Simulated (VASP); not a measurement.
Computed with PBEsol GGA, VASP's PBE PAW potentials (set 64) (plane waves; VASP).

Input for VASP

### POSCAR
```
KI
1
    0.0000000000     3.5101212151     3.5101212151
    3.5101212151     0.0000000000     3.5101212151
    3.5101212151     3.5101212151    -0.0000000000
K I
1 1
Direct
  0.0000000000   0.0000000000   0.0000000000
  0.5000000000   0.5000000000   0.5000000000
```

KPOINTS:
```
kpoints
0
gamma
 6 6 6
```

### INCAR
```
SYSTEM = KI
PREC = Accurate
ENCUT = 400
EDIFF = 1E-6
NELM = 100
ALGO = Normal
LREAL = .FALSE.
LASPH = .TRUE.
ISMEAR = 0
SIGMA = 0.05
GGA = PS
LMAXMIX = 4
LWAVE = .FALSE.
LCHARG = .FALSE.
IBRION = 2
ISIF = 3
NSW = 60
EDIFFG = -0.01
```

POTCAR, in this order: K_sv I (PBE.64 set). Program: vasp_std.

Output of the run:

**OSZICAR**
```
       N       E                     dE             d eps       ncg     rms          rms(c)
DAV:   1     0.849469415489E+02    0.84947E+02   -0.60286E+03   384   0.941E+02
DAV:   2    -0.116477442434E+00   -0.85063E+02   -0.80555E+02   444   0.232E+02
DAV:   3    -0.558789311792E+01   -0.54714E+01   -0.54506E+01   512   0.550E+01
DAV:   4    -0.589822971206E+01   -0.31034E+00   -0.31000E+00   696   0.112E+01
DAV:   5    -0.589910117686E+01   -0.87146E-03   -0.87145E-03   508   0.654E-01    0.307E+00
DAV:   6    -0.581885460356E+01    0.80247E-01   -0.11105E-01   448   0.242E+00    0.221E+00
DAV:   7    -0.581201205308E+01    0.68426E-02   -0.12291E-01   468   0.217E+00    0.875E-01
DAV:   8    -0.581597345885E+01   -0.39614E-02   -0.15740E-02   464   0.106E+00    0.233E-01
DAV:   9    -0.581587237645E+01    0.10108E-03   -0.63038E-04   504   0.171E-01    0.991E-02
DAV:  10    -0.581616143376E+01   -0.28906E-03   -0.47509E-04   460   0.125E-01    0.907E-02
DAV:  11    -0.581616297360E+01   -0.15398E-05   -0.69403E-05   472   0.525E-02    0.128E-02
DAV:  12    -0.581616362492E+01   -0.65132E-06   -0.37857E-06   488   0.194E-02
   1 F= -.58161636E+01 E0= -.58161636E+01  d E =-.581616E+01
```

OUTCAR:
```
------------------------ aborting loop because EDIFF is reached ----------------------------------------
  FORCE on cell =-STRESS in cart. coord.  units (eV):
  Direction    XX          YY          ZZ          XY          YZ          ZX
  --------------------------------------------------------------------------------------
  Total       -0.0123922     -0.0123922     -0.0123922      0.0000000     -0.0000000      0.0000000
  in kB       -0.2295418     -0.2295418     -0.2295418      0.0000000     -0.0000000      0.0000000
  external PRESSURE =      -0.2295418 kB  Pullay stress =       0.0000000 kB
  volume of cell :       86.50
      direct lattice vectors                 reciprocal lattice vectors
     0.000000000  3.510121215  3.510121215    -0.142445223  0.142445223  0.142445223
     3.510121215  0.000000000  3.510121215     0.142445223 -0.142445223  0.142445223
     3.510121215  3.510121215  0.000000000     0.142445223  0.142445223 -0.142445223
  FREE ENERGIE OF THE ION-ELECTRON SYSTEM (eV)
  ---------------------------------------------------
  free  energy   TOTEN  =        -5.8161636249 eV

  energy  without entropy=       -5.8161636249  energy(sigma->0) =       -5.81616362

 reached required accuracy - stopping structural energy minimisation
```
(Selected blocks of OUTCAR.)

The compound is KI in the rock salt structure. It was relaxed first. The start is the result of an earlier pass.
